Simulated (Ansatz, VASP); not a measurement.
**TlBi: VASP beside Ansatz**

Aim: how closely do two programs agree when they are given the same cell, functional and k mesh? The cell is taken from a series of runs on this material, whose earlier steps may have relaxed, scaled, displaced or heated it; both programs get it as it stands.

Calculated with Ansatz 0.2.0; plane waves, with VASP 6.6.1 beside it; zone-centre phonons at PBEsol.

**1. The starting structure**

The structure is cubic, space group Pm-3m (No. 221). The conventional cell has a = 3.888 Å, b = 3.888 Å, c = 3.888 Å, α = 90.00°, β = 90.00°, γ = 90.00°. Nearest to Tl lie 8 Bi at 3.37 Å. Nearest to Bi lie 8 Tl at 3.37 Å. Farther neighbours are not listed.

**2. Ansatz: zone-centre phonons, PBEsol**

Ansatz runs on its PAW soft_1 files.

Second derivatives magnify differences that forces hide, and they need a tight electronic threshold.

File input.yaml:

```yaml
crystal:
  lattice:
    - [3.8875782353, 0.0, 0.0]
    - [0.0, 3.8875782353, 0.0]
    - [0.0, 0.0, 3.8875782353]
  atoms:
    - { symbol: Tl, position: [0.0, 0.0, 0.0] }
    - { symbol: Bi, position: [0.5, 0.5, 0.5] }
kpoints:
  mp_grid: { grid: [12, 12, 12] }
hamiltonian:
  xc: pbesol
  pseudopotentials: { kind: paw, azcp: { folder: soft_1 }, xc_functional: pbe }
scf:
  occupations: { method: methfessel_paxton, width: 0.2 }
output:
  eigenvalues: true
phonons:
  method: dfpt
```

The run is started by

```
$ ansatz run input.yaml --threads 4 --pin off --max-ram 10240MiB --backend cpu --events-out ev --progress --plain --runs-dir out
```

Numbers of over 12 decimals in the logs are rounded to 6 here.

What it wrote:

```text
Engine: ansatz 0.2.0, aarch64-unknown-linux-gnu
Pseudopotentials: kind: paw
Pseudopotential: Tl, paw, valence charge 13, recommended cutoff 420 eV (normal), soft_1/Tl.paw.azcp
Pseudopotential: Bi, paw, valence charge 15, recommended cutoff 420 eV (normal), soft_1/Bi.paw.azcp
Functional definition: PBEsol
  exchange = pbesol_x
  correlation = pbesol_c
Crystal: 2 atoms, lattice volume = 58.754 Å³
Basis set: ecut = 420 eV, 1189 PW (Γ), exchange–correlation on 54×54×54 points (8 copies of the dense FFT grid, shifted against one another)
Bands: 18, of which v1, the nominal top of the filled ones, is band 14 counted from 1 (13 counted from 0)
Symmetry: 48 space group operations
k-points: 196 of 1728 (irreducible under 8 space group operations, time reversal used)
Non-local potential: Tl, projectors of the file, l = 0: 2, l = 1: 2, l = 2: 2, l = 3: 1
Non-local potential: Bi, projectors of the file, l = 0: 2, l = 1: 2, l = 2: 2, l = 3: 1
PAW form: soft (Blöchl's): semilocal exchange-correlation on the pseudo side does not see the compensation charge
PAW frozen core: Tl, regenerated for the run's functional, and the local potential with it (the file was generated under x = pbe(κ = 0.804, μ = 0.219515), c = pbe(β = 0.066725))
PAW frozen core: Bi, regenerated for the run's functional, and the local potential with it (the file was generated under x = pbe(κ = 0.804, μ = 0.219515), c = pbe(β = 0.066725))
PAW one-centre angular grid: Tl, 590 points (default); XC on 64 Gauss nodes
PAW one-centre angular grid: Bi, 590 points (default); XC on 64 Gauss nodes
Initial density: superposition of atomic densities (chi_scale 0.1, normalization cell, long waves kept (reshape's long-wave potential 0.00 eV rms))
Initial wavefunctions: pseudopotential atomic-orbital guess
Functional: x = pbesol(κ = 0.804, μ = 0.123457), c = pbesol(β = 0.046)
SCF iter   1: F=—  HF=-23542.220599 eV  |F-HF|=—  |Δ(HF+E_count)|=         —  Δρ=1.85e-2  dr2=5.07e-1  ethr=3.10e-3  ⟨swp⟩=6.8  Hψ=39710  notcnv=0  defer=6
automatic band count: the SCF goes on with 22 bands, as 18 were too few: the levels above may hold too much charge
preconditioner: auto → Kerker (q_TF=auto, 2.411 Å⁻¹)  [metal: Δε(μ)=0.053 eV  Ē_g=20.212 eV  σ=0.200 eV  W_gap=0.22  n_scr=18 (ndim 8)  ℏωp=25.6 eV  f_vac=0.000  D(μ)=1.21/eV (n_scr^D=6)]
SCF iter   2: F=—  HF=-23542.087792 eV  |F-HF|=—  |Δ(HF+E_count)|=   1.33e-1  S|Δr|=    0.00e0  Δρ=1.10e-2  dr2=1.93e-1  ethr=1.81e-3  ⟨swp⟩=1.4  Hψ=6010  notcnv=0  defer=273
SCF iter   3: F=—  HF=-23542.011987 eV  |F-HF|=—  |Δ(HF+E_count)|=   7.58e-2  S|Δr|=    0.00e0  Δρ=1.60e-3  dr2=3.04e-3  ethr=6.89e-4  ⟨swp⟩=2.8  Hψ=6850  notcnv=0  defer=273
SCF iter   4: F=—  HF=-23542.011184 eV  |F-HF|=—  |Δ(HF+E_count)|=   8.03e-4  S|Δr|=    0.00e0  Δρ=2.01e-4  dr2=1.72e-5  ethr=1.09e-5  ⟨swp⟩=2.1  Hψ=5546  notcnv=0  defer=334
SCF iter   5: F=—  HF=-23542.011195 eV  |F-HF|=—  |Δ(HF+E_count)|=   1.07e-5  S|Δr|=    0.00e0  Δρ=8.01e-5  dr2=3.16e-6  ethr=6.15e-8  ⟨swp⟩=2.0  Hψ=5497  notcnv=0  defer=338
SCF iter   6: F=—  HF=-23542.011205 eV  |F-HF|=—  |Δ(HF+E_count)|=   9.92e-6  S|Δr|=    0.00e0  Δρ=2.11e-5  dr2=2.86e-7  ethr=1.13e-8  ⟨swp⟩=2.7  Hψ=6608  notcnv=0  defer=338
SCF iter   7: F=—  HF=-23542.011199 eV  |F-HF|=—  |Δ(HF+E_count)|=   5.84e-6  S|Δr|=    0.00e0  Δρ=2.78e-6  dr2=3.66e-9  ethr=1.02e-9  ⟨swp⟩=1.4  Hψ=4382  notcnv=0  defer=468
SCF iter   8: F=—  HF=-23542.011199 eV  |F-HF|=—  |Δ(HF+E_count)|=   2.56e-9  S|Δr|=    0.00e0  Δρ=6.92e-7  dr2=2.29e-10  ethr=1.31e-11  ⟨swp⟩=2.6  Hψ=6400  notcnv=0  defer=468
SCF iter   9: F=-23542.011199 eV  HF=-23542.011199 eV  |F-HF|=3.64e-12  |Δ(HF+E_count)|=  4.00e-11  S|Δr|=    0.00e0  Δρ=9.24e-8  dr2=3.99e-12  ethr=1.00e-12  ⟨swp⟩=9.7  Hψ=27439  notcnv=0
SCF 1 converged in 9 iterations: F = -23542.011199 eV  dr2 = 3.99e-12
  greatest PAW one-centre occupation: 0.988 electrons in one spin orbital (limit 2), on the Bi atom at site 1 (counted from 0), in its partial waves of l = 2
DFPT response loops at Γ: preconditioner auto → Kerker (q_TF=auto, 2.411 Å⁻¹) (partly filled bands, converged f_vac=0.000); β = 1.00, the filter's whole step (`scf.mixing.beta` (0.50) is not read by the response loops under this deck's `scf.mixing.preconditioner`; to damp them name `kerker` or `kerker_dos`, under which they read `scf.mixing.beta`, and type it under 1.00, their step now; both keys bind the ground state too); Broyden in place of MSR1
SCF converged after 9 iterations
Stability not checked: this state was not tested for a lower state beside it, because cold or Methfessel-Paxton smearing, or corrected tetrahedra, fill the levels in a way that the test cannot read (fill_not_monotonic; see scf.lower_state_search)
Free energy (F): -23542.011199 eV
Harris-Foulkes:  -23542.011199 eV  (|F-HF|=3.64e-12)
Internal energy: -23542.011549 eV  (E = F + TS)
E sigma→0 (E₀):  -23542.011287 eV
Entropy (-TS):   0.000350 eV (0.175 meV/atom)
Fermi energy:    11.236046 eV
--- Per-component energies (eV) ---
  E_band       = -68.453360
  E_kinetic    = 520.817324
  E_local      = -1990.693246  (includes V_loc(G=0)·N_el)
  E_nonlocal   = 727.187253
  E_hartree    = 732.476998
  E_xc         = -335.424427
  E_vxc        = -255.100371  (∫ρ·V_xc dr)
  E_paw        = -20546.929266  (= ΣΔE_a)
  E_vpaw       = -535.618507  (= ΣTr[D̂ρ^β])
  E_aug_tail   = 0.000171  (compensation charges beyond the density's cutoff)
  E_ewald      = -2649.574484
  E_core_change = 0.128127  (= ΣΔE_core)
  E_smearing   = 0.000350  (= −TS)
  E_closure    = 0.000000  (closes the sum)
  Σ components = -23542.011199   (vs F -23542.011199, Δ=0.00e0)
--- Band table (eV; the first three rows and the last of 196) ---
  k-point 0: bands = [... 10 lower, -0.0155, 6.7897, 10.7002, 10.7002, 10.7002, 16.1138, 16.1138, 19.5060, ... 4 higher]
  k-point 1: bands = [... 10 lower, -0.0156, 6.5657, 10.6982, 10.7876, 10.7876, 16.1549, 16.5162, 18.8688, ... 4 higher]
  k-point 2: bands = [... 10 lower, -0.0159, 5.9729, 10.7645, 11.0447, 11.0447, 16.2777, 17.2119, 17.9779, ... 4 higher]
  k-point 195: bands = [... 10 lower, 1.4758, 6.8676, 9.5703, 9.5703, 9.5703, 11.1171, 11.1171, 11.1171, ... 4 higher]
--- Phonons (Γ-DFPT): 2 representative perturbations + reference, on 196 of 1728 k-points (Σ response iterations 5) ---
  k mesh reduced under 8 symmetry operations, with k and −k counted as one. Each operation leaves every solved perturbation unchanged. A smaller set is not used because it would not reduce the number of displacements times k-points to solve
  ASR residual: 4.955e-5 → 0.000e0 eV/Å²; symmetrization residual: 7.361e-5 eV/Å²
  ASR residual per site (eV/Å²): 4.96e-5 4.70e-5
  Γ frequencies (cm⁻¹): 0.00 0.00 0.00 67.39 67.39 67.39
  non-analytic LO–TO correction: not included (Born effective charges unavailable; polar crystals: no LO–TO splitting at Γ)
```

Reading the cycles: dr2 is the Hartree energy of the density residual (eV), the measure of convergence; HF is the Harris–Foulkes estimate of the energy, which meets the free energy F at convergence.

**3. VASP: zone-centre phonons, PBEsol**

The same cell, functional, mesh and smearing now go to VASP, with its own data sets.

Lines of VASP's logs that name or quote its potential files are left out, and so is its time.

File INCAR:

```
SYSTEM = TlBi
PREC = Accurate
ENCUT = 500
EDIFF = 1E-08
NELM = 120
ISMEAR = 1
SIGMA = 0.2
LREAL = .FALSE.
ALGO = Normal
GGA = PS
NBANDS = 20
LORBIT = 11
LWAVE = .FALSE.
LCHARG = .FALSE.
ISIF = 2
IBRION = 8
LASPH = .TRUE.
GGA_COMPAT = .FALSE.
KPAR = 2
```

File POSCAR:

```
TlBi
1.0
    3.8875782353      0.0000000000      0.0000000000
    0.0000000000      3.8875782353      0.0000000000
    0.0000000000      0.0000000000      3.8875782353
Tl Bi
1 1
Direct
    0.0000000000      0.0000000000      0.0000000000
    0.5000000000      0.5000000000      0.5000000000
```

File KPOINTS:

```
Automatic mesh
0
Gamma
12 12 12
0 0 0
```

Potentials, in the order of the species: Tl_d and Bi_d (PBE family, release 64).

The run is started by

```
$ mpirun -np 2 vasp_std
```

What it wrote:

```text
[banner, memory and clock lines left out]
running    2 mpi-ranks, on    1 nodes
 distrk:  each k-point on    1 cores,    2 groups
 distr:  one band on    1 cores,    1 groups

 POSCAR found type information on POSCAR TlBi
 POSCAR found :  2 types and       2 ions
|                                                                             |
|               ----> ADVICE to this user running VASP <----                  |
|                                                                             |
|     You enforced a specific xc type in the INCAR file but a different       |
|     [... a line on the potential file left out ...]
|     I HOPE YOU KNOW WHAT YOU ARE DOING!                                     |
|                                                                             |

 LDA part: xc-table for (Slater+PW92), standard interpolation
 POSCAR, INCAR and KPOINTS ok, starting setup
 FFT: planning ... GRIDC
 FFT: planning ... GRID_SOFT
 FFT: planning ... GRID
 WAVECAR not read
 entering main loop
       N       E                     dE             d eps       ncg     rms          rms(c)
DAV:   1     0.224296164457E+03    0.22430E+03   -0.14607E+04  3360   0.151E+03
DAV:   2     0.651093180743E+01   -0.21779E+03   -0.21290E+03  3400   0.394E+02
DAV:   3    -0.650066895742E+01   -0.13012E+02   -0.12893E+02  3956   0.100E+02
DAV:   4    -0.683965190619E+01   -0.33898E+00   -0.33870E+00  3964   0.162E+01
DAV:   5    -0.685254905542E+01   -0.12897E-01   -0.12897E-01  4180   0.319E+00    0.293E+00
DAV:   6    -0.681590687978E+01    0.36642E-01   -0.70482E-02  3836   0.258E+00    0.201E+00
DAV:   7    -0.680914880970E+01    0.67581E-02   -0.31098E-02  3908   0.176E+00    0.662E-01
DAV:   8    -0.680864234350E+01    0.50647E-03   -0.27891E-03  3704   0.496E-01    0.417E-02
DAV:   9    -0.680864144937E+01    0.89413E-06   -0.10061E-04  4456   0.838E-02    0.129E-02
DAV:  10    -0.680864330091E+01   -0.18515E-05   -0.13190E-05  3852   0.402E-02    0.619E-03
DAV:  11    -0.680864289599E+01    0.40492E-06   -0.74756E-07  4188   0.919E-03    0.432E-03
DAV:  12    -0.680864269462E+01    0.20137E-06   -0.28257E-07  3792   0.489E-03    0.646E-04
DAV:  13    -0.680864271690E+01   -0.22286E-07   -0.81122E-09  2376   0.773E-04    0.133E-04
DAV:  14    -0.680864271625E+01    0.65756E-09   -0.25244E-09  2144   0.509E-04
   1 F= -.68086427E+01 E0= -.68087582E+01  d E =0.346504E-03
 Linear response reoptimize wavefunctions to high precision
DAV:   1    -0.680864271370E+01    0.25461E-08   -0.68912E-10  2228   0.267E-04
DAV:   2    -0.680864271373E+01   -0.25466E-10   -0.18613E-10  2084   0.120E-04
 Linear response DOF=           2
 Linear response progress:
  Degree of freedom:   1/  2
       N       E                     dE             d eps       ncg     rms          rms(c)
RMM:   1    -0.337914442137E+00   -0.33791E+00   -0.22899E-01 12004   0.309E+00
RMM:   2    -0.338644220270E+00   -0.72978E-03   -0.56325E-03 13341   0.556E-01    0.454E-02
RMM:   3    -0.338280683345E+00    0.36354E-03   -0.13636E-03 14118   0.284E-01    0.208E-02
RMM:   4    -0.338024317735E+00    0.25637E-03   -0.38062E-04 15207   0.150E-01    0.520E-03
RMM:   5    -0.338008983029E+00    0.15335E-04   -0.76848E-05 15620   0.635E-02    0.314E-03
RMM:   6    -0.338047359585E+00   -0.38377E-04   -0.11749E-05 15011   0.213E-02    0.122E-03
RMM:   7    -0.338049949508E+00   -0.25899E-05   -0.20592E-06 15712   0.835E-03    0.112E-03
RMM:   8    -0.338058887529E+00   -0.89380E-05   -0.23752E-07 15113   0.201E-03    0.149E-04
RMM:   9    -0.338058070068E+00    0.81746E-06   -0.94527E-08 15119   0.817E-04    0.124E-04
RMM:  10    -0.338056886132E+00    0.11839E-05   -0.87439E-08 15249   0.413E-04    0.553E-05
RMM:  11    -0.338056271080E+00    0.61505E-06   -0.11337E-07 15658   0.278E-04    0.207E-06
RMM:  12    -0.338056210090E+00    0.60990E-07   -0.74093E-08 16227   0.204E-04    0.552E-06
RMM:  13    -0.338056276823E+00   -0.66733E-07   -0.62689E-08 14132   0.175E-04    0.501E-07
RMM:  14    -0.338056276895E+00   -0.72009E-10   -0.75889E-08 12324   0.162E-04    0.188E-07
 first order change of Fermi-energy   0.23181E-03
 force on displaced ion       1 direction 1 :  -1.726   0.000  -0.000
 Linear response progress:
  Degree of freedom:   2/  2
       N       E                     dE             d eps       ncg     rms          rms(c)
RMM:   1    -0.327820245647E+00   -0.32782E+00    0.20478E-01 10718   0.723E+00
RMM:   2    -0.335088379093E+00   -0.72681E-02   -0.13655E-02 12731   0.795E-01    0.322E-02
RMM:   3    -0.335142810937E+00   -0.54432E-04   -0.11728E-03 13750   0.220E-01    0.193E-02
RMM:   4    -0.335028872239E+00    0.11394E-03   -0.67827E-05 14251   0.624E-02    0.545E-03
RMM:   5    -0.335019820620E+00    0.90516E-05   -0.83581E-06 14213   0.208E-02    0.176E-03
RMM:   6    -0.335030303218E+00   -0.10483E-04   -0.13361E-06 14400   0.845E-03    0.481E-04
RMM:   7    -0.335034274526E+00   -0.39713E-05   -0.31632E-07 14407   0.362E-03    0.188E-04
RMM:   8    -0.335032624635E+00    0.16499E-05   -0.97849E-08 13935   0.165E-03    0.198E-05
RMM:   9    -0.335032627459E+00   -0.28244E-08   -0.46723E-08 14928   0.847E-04    0.131E-05
 first order change of Fermi-energy  -0.21387E-03
 force on displaced ion       2 direction 1 :  -1.748  -0.000   0.000
 Linear response finished
```

OUTCAR, selected parts (step 3):

```text
ion  position               nearest neighbor table
   1  0.000  0.000  0.000-   2 3.37   2 3.37   2 3.37   2 3.37   2 3.37   2 3.37   2 3.37   2 3.37

  LATTYP: Found a simple cubic cell.
 ALAT       =     3.8875782353

 Subroutine GETGRP returns: Found 48 space group operations
 (whereof 48 operations were pure point group operations)

The static configuration has the point symmetry O_h .

 Found     84 irreducible k-points:

   k-points           NKPTS =     84   k-points in BZ     NKDIM =     84   number of bands    NBANDS=     20

   dimension x,y,z NGX =    28 NGY =   28 NGZ =   28
   dimension x,y,z NGXF=    56 NGYF=   56 NGZF=   56

   ENCUT  =  500.0 eV  36.75 Ry    6.06 a.u.   7.09  7.09  7.09*2*pi/ulx,y,z

   NELECT =      28.0000    total number of electrons

 k-points in reciprocal lattice and weights: Automatic mesh
   0.00000000  0.00000000  0.00000000       0.001
   0.08333333  0.00000000  0.00000000       0.003
   0.16666667  0.00000000  0.00000000       0.003
   0.25000000  0.00000000  0.00000000       0.003
   0.33333333  0.00000000  0.00000000       0.003
   0.41666667  0.00000000  0.00000000       0.003
   0.50000000  0.00000000  0.00000000       0.002
   0.08333333  0.08333333  0.00000000       0.007
   0.16666667  0.08333333  0.00000000       0.014
[...]
0.50000000  0.50000000  0.41666667       0.003
   0.50000000  0.50000000  0.50000000       0.001

 average (electrostatic) potential at core
       1 -82.0431       2-103.5078

  Total       -0.0244419     -0.0244419     -0.0244419      0.0000000     -0.0000000      0.0000000
  in kB       -0.6665135     -0.6665135     -0.6665135      0.0000000     -0.0000000      0.0000000
  external PRESSURE =      -0.6665135 kB  Pullay stress =       0.0000000 kB

  energy-cutoff  :      500.00
  volume of cell :       58.75
      direct lattice vectors                 reciprocal lattice vectors
     3.887578235  0.000000000  0.000000000     0.257229550  0.000000000  0.000000000
     0.000000000  3.887578235  0.000000000     0.000000000  0.257229550  0.000000000
     0.000000000  0.000000000  3.887578235     0.000000000  0.000000000  0.257229550

 POSITION                                       TOTAL-FORCE (eV/Angst)
 -----------------------------------------------------------------------------------
      0.00000      0.00000      0.00000         0.000000      0.000000      0.000000
      1.94379      1.94379      1.94379         0.000000      0.000000      0.000000
 -----------------------------------------------------------------------------------
    total drift:                                0.000000      0.000000      0.000000

 Eigenvectors and eigenvalues of the dynamical matrix
 ----------------------------------------------------

   1 f  =    2.026906 THz    12.735424 2PiTHz   67.610296 cm-1     8.382605 meV
             X         Y         Z           dx          dy          dz
      0.000000  0.000000  0.000000     0.708710    0.000201   -0.000000
      1.943789  1.943789  1.943789    -0.705500   -0.000200    0.000000

   2 f  =    2.026906 THz    12.735424 2PiTHz   67.610296 cm-1     8.382605 meV
             X         Y         Z           dx          dy          dz
      0.000000  0.000000  0.000000    -0.000000    0.000000   -0.708710
      1.943789  1.943789  1.943789     0.000000    0.000000    0.705500

   3 f  =    2.026906 THz    12.735424 2PiTHz   67.610296 cm-1     8.382605 meV
             X         Y         Z           dx          dy          dz
      0.000000  0.000000  0.000000    -0.000201    0.708710    0.000000
      1.943789  1.943789  1.943789     0.000200   -0.705500    0.000000

   4 f/i=    0.006677 THz     0.041953 2PiTHz    0.222722 cm-1     0.027614 meV
             X         Y         Z           dx          dy          dz
      0.000000  0.000000  0.000000    -0.000000    0.000000   -0.705500
      1.943789  1.943789  1.943789     0.000000    0.000000   -0.708710

   5 f/i=    0.006677 THz     0.041953 2PiTHz    0.222722 cm-1     0.027614 meV
             X         Y         Z           dx          dy          dz
      0.000000  0.000000  0.000000     0.682862    0.177282   -0.000000
      1.943789  1.943789  1.943789     0.685970    0.178088    0.000000

   6 f/i=    0.006677 THz     0.041953 2PiTHz    0.222722 cm-1     0.027614 meV
             X         Y         Z           dx          dy          dz
      0.000000  0.000000  0.000000    -0.177282    0.682862    0.000000
      1.943789  1.943789  1.943789    -0.178088    0.685970    0.000000

 ELASTIC MODULI CONTR FROM IONIC RELAXATION (kBar)
 Direction    XX          YY          ZZ          XY          YZ          ZX
 --------------------------------------------------------------------------------
 XX           0.0000      0.0000      0.0000      0.0000      0.0000      0.0000
 YY           0.0000      0.0000      0.0000      0.0000      0.0000      0.0000
 ZZ           0.0000      0.0000      0.0000      0.0000      0.0000      0.0000
 XY           0.0000      0.0000      0.0000      0.0000      0.0000      0.0000
 YZ           0.0000      0.0000      0.0000      0.0000      0.0000      0.0000
 ZX           0.0000      0.0000      0.0000      0.0000      0.0000      0.0000
 --------------------------------------------------------------------------------
```

**4. Comparison**

Known differences besides the potentials themselves: the cutoff is 420 eV in Ansatz and 500 eV in VASP; Ansatz makes its cores anew for this functional, VASP keeps those of its PBE data sets. Total energies have different zeros and are not compared.

Compared:

| quantity | Ansatz | VASP | difference |
| --- | --- | --- | --- |
| optical mode 1 to 3 (cm⁻¹) | 67.4 | 67.6 | -0.33 % |

Modes are paired by rising frequency, not by their patterns, so a pair may set unlike modes beside each other; they are those without the splitting of longitudinal modes.

**5. Summary of results**

| Quantity | Value |
| --- | --- |
| r.m.s. difference of the optical zone-centre modes, each program's sorted by frequency (zone-centre phonons, PBEsol) | 0.22 cm⁻¹ |

What this shows: The r.m.s. difference of the optical zone-centre modes, each program's sorted by frequency is 0.22 cm⁻¹ (zone-centre phonons, PBEsol). Such differences can come from data sets, numerical settings and the points named under the comparisons, not from the functional's error against experiment.

[Lines on the potential files, build, host, timing and source positions are cut from VASP's logs without a mark.]

[Logs are printed without paths, hosts, clocks, repeated set-up lines and the standing remarks that a program may print on its own settings, such as how far it seeks lower states.]

[Hosts, paths, dates, database ids (printed as entryN), source tags and the programs' standing remarks are cut or masked in the printed files.]
